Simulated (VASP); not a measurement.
Given:

```
NiO
1.0
    4.22445     2.11033     2.11033
    2.11033     4.22445     2.11033
    2.11033     2.11033     4.22445
Ni O
2 2
Direct
  0.00000   0.00000   0.00000
  0.50000   0.50000   0.50000
  0.25000   0.25000   0.25000
  0.75000   0.75000   0.75000
```
Starting moments (μB, in the order of the record's atoms Ni Ni O O): 1.4 -1.4 0.0 0.0.

The numbers are results of revPBE GGA, VASP's PBE PAW potentials (set 64) (plane waves; VASP), not measurements. Run with 520 eV cut-off, 10×10×10 Γ-centred mesh, tetrahedra with Blöchl corrections, potentials Ni O.

Estimate the cell moment, energy per atom (σ→0).

| Item | Value |
|---|---|
| cell moment | 0.00 μB |
| energy per atom (σ→0) | -5.502 eV/atom |

Give the moment on each site (PAW-sphere projection).

| site | moment (μB) |
|---|---|
| Ni1 | 1.38 |
| Ni2 | -1.38 |
| O3 | 0.00 |
| O4 | 0.00 |

Only differences to runs with the same potentials and settings are physical.

The compound is NiO in the rock salt, AFM-II order structure. It was relaxed first.
